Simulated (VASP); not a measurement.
# TaBr3F3 (Pm-3m) in VASP: further runs

One crystal, TaBr3F3, is run at these levels: PBE; tasks: single point, relaxation of cell and atoms.

Program: VASP 6.6.1. These are calculated values, not measurements. Logs are shortened: lines on timing, memory, paths and dates and some standing lists are left out, and cuts for length are marked.

## Step 1: The cell of the first run

It takes space group Pm-3m (No. 221, cubic). Conventional cell: a = 5.391 Å, b = 5.391 Å, c = 5.391 Å, α = 90.00°, β = 90.00°, γ = 90.00°. Ta (site symmetry m-3m) is surrounded by 6 F at 2.70 Å. Around Br (site symmetry 4/mmm) lie 4 F at 2.70 Å. F (site symmetry 4/mmm) has 2 Ta at 2.70 Å and 4 Br at 2.70 Å as nearest neighbours.

The cell was built by a generator and needn't be a form met in nature.

## Step 2: Single point, PBE (species swapped into the Ce3GaBr3 type (Pm-3m, No. 221))

File INCAR:

```
ALGO     = Normal         # electronic algorithm
EDIFF    = 1E-6           # SCF threshold, eV
ENCUT    = 520            # plane-wave cutoff, eV
GGA      = PE             # functional
ISIF     = 2              # what is computed and relaxed
ISMEAR   = 0              # smearing method
LASPH    = T              # aspherical terms in the spheres
LCHARG   = F              # write CHGCAR
LREAL    = F              # projectors in reciprocal space
LWAVE    = F              # write WAVECAR
NBANDS   = 36             # bands
NELM     = 60             # most SCF steps
PREC     = Accurate       # precision mode
SIGMA    = 0.1            # smearing width, eV
```

File KPOINTS:

```
k-points
0
Gamma
  4 4 4
```

File POSCAR:

```
TaBr3F3
1.0
    5.3907748200      0.0000000000      0.0000000000
    0.0000000000      5.3907748200      0.0000000000
    0.0000000000      0.0000000000      5.3907748200
Ta Br F
1 3 3
Direct
    0.5000000000      0.5000000000      0.5000000000
    0.5000000000      0.0000000000      0.0000000000
    0.0000000000      0.5000000000      0.0000000000
    0.0000000000      0.0000000000      0.5000000000
    0.5000000000      0.5000000000      0.0000000000
    0.0000000000      0.5000000000      0.5000000000
    0.5000000000      0.0000000000      0.5000000000
```

Potentials or basis: VASP PAW PBE potentials, release 64 (Ta_pv, Br, F).

Started as:

```console
$ cat potpaw_PBE.64/Ta_pv/POTCAR potpaw_PBE.64/Br/POTCAR potpaw_PBE.64/F/POTCAR > POTCAR
$ mpirun -np 1 vasp_std > vasp.out
```

OUTCAR:

```text
EDIFF = 1E-6
   ENCUT = 520
   GGA = PE
   ISIF = 2
   ISMEAR = 0
   LASPH = T
   LREAL = F
   NELM = 60
   PREC = Accurate

 ion  position               nearest neighbor table
   1  0.500  0.500  0.500-   5 2.70   6 2.70   7 2.70   5 2.70   7 2.70   6 2.70
   2  0.500  0.000  0.000-
   3  0.000  0.500  0.000-
   4  0.000  0.000  0.500-
   5  0.500  0.500  0.000-   1 2.70   1 2.70
   6  0.000  0.500  0.500-   1 2.70   1 2.70
   7  0.500  0.000  0.500-   1 2.70   1 2.70

  LATTYP: Found a simple cubic cell.
 ALAT       =     5.3907748200

  Lattice vectors:

 A1 = (   5.3907748200,   0.0000000000,   0.0000000000)
 A2 = (   0.0000000000,   5.3907748200,   0.0000000000)
 A3 = (   0.0000000000,   0.0000000000,   5.3907748200)

Analysis of symmetry for initial positions (statically):
=====================================================================
 Subroutine PRICEL returns:
 Original cell was already a primitive cell.

 Routine SETGRP: Setting up the symmetry group for a
 simple cubic supercell.

 Subroutine GETGRP returns: Found 48 space group operations
 (whereof 48 operations were pure point group operations)
 out of a pool of 48 trial point group operations.

The static configuration has the point symmetry O_h .

Analysis of symmetry for dynamics (positions and initial velocities):
=====================================================================
 Subroutine PRICEL returns:
 Original cell was already a primitive cell.

 Routine SETGRP: Setting up the symmetry group for a
 simple cubic supercell.

 Subroutine GETGRP returns: Found 48 space group operations
 (whereof 48 operations were pure point group operations)
 out of a pool of 48 trial point group operations.

The dynamic configuration has the point symmetry O_h .

 Subroutine INISYM returns: Found 48 space group operations
 (whereof 48 operations are pure point group operations),
 and found     1 'primitive' translations

----------------------------------------------------------------------------------------

                                     Primitive cell

  volume of cell :     156.6584

  direct lattice vectors                    reciprocal lattice vectors
     5.390774820  0.000000000  0.000000000     0.185502091  0.000000000  0.000000000
     0.000000000  5.390774820  0.000000000     0.000000000  0.185502091  0.000000000
     0.000000000  0.000000000  5.390774820     0.000000000  0.000000000  0.185502091

  length of vectors
     5.390774820  5.390774820  5.390774820     0.185502091  0.185502091  0.185502091

  position of ions in fractional coordinates (direct lattice)
     0.500000000  0.500000000  0.500000000
     0.500000000  0.000000000  0.000000000
     0.000000000  0.500000000  0.000000000
     0.000000000  0.000000000  0.500000000
     0.500000000  0.500000000  0.000000000
     0.000000000  0.500000000  0.500000000
     0.500000000  0.000000000  0.500000000

  ion indices of the primitive-cell ions
   primitive index   ion index
                 1           1
                 2           2
                 3           3
                 4           4
                 5           5
                 6           6
                 7           7

----------------------------------------------------------------------------------------

 KPOINTS: k-points

Automatic generation of k-mesh.
 Grid dimensions read from file:
 generate k-points for:    4    4    4

 Generating k-lattice:

  Cartesian coordinates                     Fractional coordinates (reciprocal lattice)
     0.046375523  0.000000000  0.000000000     0.250000000  0.000000000  0.000000000
     0.000000000  0.046375523  0.000000000     0.000000000  0.250000000  0.000000000
     0.000000000  0.000000000  0.046375523     0.000000000  0.000000000  0.250000000

  Length of vectors
     0.046375523  0.046375523  0.046375523

  Shift w.r.t. Gamma in fractional coordinates (k-lattice)
     0.000000000  0.000000000  0.000000000

 Subroutine IBZKPT returns following result:
 ===========================================

 Found     10 irreducible k-points:

 Following reciprocal coordinates:
            Coordinates               Weight
  0.000000  0.000000  0.000000      1.000000
  0.250000  0.000000  0.000000      6.000000
  0.500000  0.000000  0.000000      3.000000
  0.250000  0.250000  0.000000     12.000000
  0.500000  0.250000  0.000000     12.000000
  0.500000  0.500000  0.000000      3.000000
  0.250000  0.250000  0.250000      8.000000
  0.500000  0.250000  0.250000     12.000000
  0.500000  0.500000  0.250000      6.000000
  0.500000  0.500000  0.500000      1.000000
   k-points           NKPTS =     10   k-points in BZ     NKDIM =     10   number of bands    NBANDS=     36
   number of dos      NEDOS =    301   number of ions     NIONS =      7
   total plane-waves  NPLWV =  64000
   dimension x,y,z NGX =    40 NGY =   40 NGZ =   40
   dimension x,y,z NGXF=    80 NGYF=   80 NGZF=   80
   ions per type =               1   3   3
   NGX,Y,Z   is equivalent  to a cutoff of  12.34, 12.34, 12.34 a.u.
   NGXF,Y,Z  is equivalent  to a cutoff of  24.67, 24.67, 24.67 a.u.
 SYSTEM =  unknown system
   PREC   = accura    normal or accurate (medium, high low for compatibility)
   ISTART =      0    job   : 0-new  1-cont  2-samecut
   ICHARG =      2    charge: 1-file 2-atom 10-const
   ISPIN  =      1    spin polarized calculation?
   LNONCOLLINEAR =      F non collinear calculations
   LSORBIT =      F    spin-orbit coupling
   LASPH  =      T    aspherical Exc in radial PAW
   ENCUT  =  520.0 eV  38.22 Ry    6.18 a.u.  10.02 10.02 10.02*2*pi/ulx,y,z
   NELM   =     60;   NELMIN=  2; NELMDL= -5     # of ELM steps
   EDIFF  = 0.1E-05   stopping-criterion for ELM
   LREAL  =      F    real-space projection
   EDIFFG = 0.1E-04   stopping-criterion for IOM
   NSW    =      0    number of steps for IOM
   IBRION =     -1    ionic relax: 0-MD 1-quasi-New 2-CG
   NFREE  =      0    steps in history (QN), initial steepest desc. (CG)
   ISIF   =      2    stress and relaxation
   ISYM   =      2    0-nonsym 1-usesym 2-fastsym
   POTIM  = 0.5000    time-step for ionic-motion
   TEBEG  =    0.0;   TEEND  =   0.0 temperature during run
   PSTRESS=    0.0 pullay stress
   NELECT =      53.0000    total number of electrons
   NUPDOWN=      -1.0000    fix difference up-down
   EMIN   =  10.00;   EMAX   =-10.00  energy-range for DOS
   EFERMI =   0.00;   METHOD = LEGACY
   ISMEAR =     0;   SIGMA  =   0.10  broadening in eV -4-tet -1-fermi 0-gaus
   EFERMI_NEDOS =   21; number of points for ismear=-14 and -15
   IALGO  =     38    algorithm
   IMIX   =      4    mixing-type and parameters
     AMIX     =   0.40;   BMIX     =  1.00
     AMIX_MAG =   1.60;   BMIX_MAG =  1.00
  volume/ion in A,a.u.               =      22.38       151.03
  Fermi-wavevector in a.u.,A,eV,Ry     =   1.140728  2.155664 17.704735  1.301261
  Thomas-Fermi vector in A             =   2.277430
   LORBIT       =      0    0 simple, 1 ext, 2 COOP (PROOUT), +10 PAW based schemes
   GGA     = PE    functional components
   LHFCALC =     F    Hartree Fock is set to
   AEXX    =    0.0000 exact exchange contribution
   IVDW    =     0    specifies the selected vdW correction
   LEPSILON=     F    determine dielectric tensor
   LRPA    =     F    only Hartree local field effects (RPA)
 non-spin polarized calculation
 Gauss-broadening in eV      SIGMA  =   0.10
  energy-cutoff  :      520.00
  volume of cell :      156.66
 maximum number of plane-waves:      4238
   NGX = 21   NGY = 21   NGZ = 21

 number of electron      52.9999945 magnetization

 Free energy of the ion-electron system (eV)
  ---------------------------------------------------
  ext. energy  EPLUGINS =         0.00000000
  ---------------------------------------------------
  free energy    TOTEN  =       -20.82140262 eV

  energy without entropy =      -20.76129857  energy(sigma->0) =      -20.79135060

 E-fermi :   0.3976     XC(G=0):  -8.9635

 val. band max:        0.3826037320   @ k =   0.5000   0.5000   0.0000
 cond. band min:       0.5784535673   @ k =   0.2500   0.2500   0.2500
 fundamental gap:      0.1958498353
 Fermi energy:         0.3976076129

 k-point     1 :       0.0000    0.0000    0.0000
  band No.  band energies     occupation
      1     -36.5974      2.00000
      2     -36.5974      2.00000
      3     -36.5974      2.00000
      4     -21.6204      2.00000
      5     -21.5391      2.00000
      6     -21.5391      2.00000
[... 28 lines left out ...]
     35       9.1239      0.00000
     36       9.1239      0.00000

 k-point     2 :       0.2500    0.0000    0.0000
  band No.  band energies     occupation
      1     -36.5979      2.00000
      2     -36.5974      2.00000
      3     -36.5974      2.00000
      4     -21.6054      2.00000
      5     -21.5415      2.00000
      6     -21.5372      2.00000
[... 28 lines left out ...]
     35       8.0612      0.00000
     36       8.0612      0.00000

 k-point     3 :       0.5000    0.0000    0.0000
  band No.  band energies     occupation
      1     -36.5985      2.00000
      2     -36.5974      2.00000
      3     -36.5974      2.00000
      4     -21.5883      2.00000
      5     -21.5465      2.00000
      6     -21.5346      2.00000
[... 28 lines left out ...]
     35       7.5669      0.00000
     36       7.5669      0.00000
[... 196 lines left out ...]
 k-point     9 :       0.5000    0.5000    0.2500
  band No.  band energies     occupation
      1     -36.5984      2.00000
      2     -36.5984      2.00000
      3     -36.5979      2.00000
      4     -21.5464      2.00000
      5     -21.5388      2.00000
      6     -21.5388      2.00000
[... 28 lines left out ...]
     35       7.4715      0.00000
     36       7.4715      0.00000

 k-point    10 :       0.5000    0.5000    0.5000
  band No.  band energies     occupation
      1     -36.5984      2.00000
      2     -36.5984      2.00000
      3     -36.5984      2.00000
      4     -21.5363      2.00000
      5     -21.5363      2.00000
      6     -21.5363      2.00000
[... 28 lines left out ...]
     35       7.8439      0.00000
     36       7.8439      0.00000

------------------------ aborting loop because EDIFF is reached ----------------------------------------

  FORCE on cell =-STRESS in cart. coord.  units (eV):
  Direction    XX          YY          ZZ          XY          YZ          ZX
  --------------------------------------------------------------------------------------
  -------------------------------------------------------------------------------------
  Total       -8.0957710     -8.0957710     -8.0957710     -0.0000000     -0.0000000     -0.0000000
  in kB      -82.7971183    -82.7971183    -82.7971183     -0.0000000     -0.0000000     -0.0000000
  external PRESSURE =     -82.7971183 kB  Pullay stress =       0.0000000 kB

 VOLUME and BASIS-vectors are now :
 -----------------------------------------------------------------------------
  energy-cutoff  :      520.00
  volume of cell :      156.66
      direct lattice vectors                 reciprocal lattice vectors
     5.390774820  0.000000000  0.000000000     0.185502091  0.000000000  0.000000000
     0.000000000  5.390774820  0.000000000     0.000000000  0.185502091  0.000000000
     0.000000000  0.000000000  5.390774820     0.000000000  0.000000000  0.185502091

 POSITION                                       TOTAL-FORCE (eV/Angst)
 -----------------------------------------------------------------------------------
      2.69539      2.69539      2.69539         0.000000      0.000000      0.000000
      2.69539      0.00000      0.00000         0.000000      0.000000      0.000000
      0.00000      2.69539      0.00000         0.000000      0.000000      0.000000
      0.00000      0.00000      2.69539         0.000000      0.000000      0.000000
      2.69539      2.69539      0.00000         0.000000      0.000000      0.000000
      0.00000      2.69539      2.69539         0.000000      0.000000      0.000000
      2.69539      0.00000      2.69539         0.000000      0.000000      0.000000
 -----------------------------------------------------------------------------------
    total drift:                                0.000000      0.000000     -0.000000

  FREE ENERGIE OF THE ION-ELECTRON SYSTEM (eV)
  ---------------------------------------------------
  free  energy   TOTEN  =       -20.8214026203 eV

  energy  without entropy=      -20.7612985746  energy(sigma->0) =      -20.79135060
```

It took 54 s on 1 thread of Intel Xeon Platinum 8559C (Emerald Rapids), shared host; peak memory 0.27 GiB.

Results:

```
Free energy            : -20.8214 eV
Pressure               : -8.3 GPa
Band gap on the k mesh : none (metal or under the smearing width)
```

Caveat: an odd number of electrons without spin polarisation forces a metal; a magnetic or distorted state may lie lower.

(Continued in part 2 of 2.)
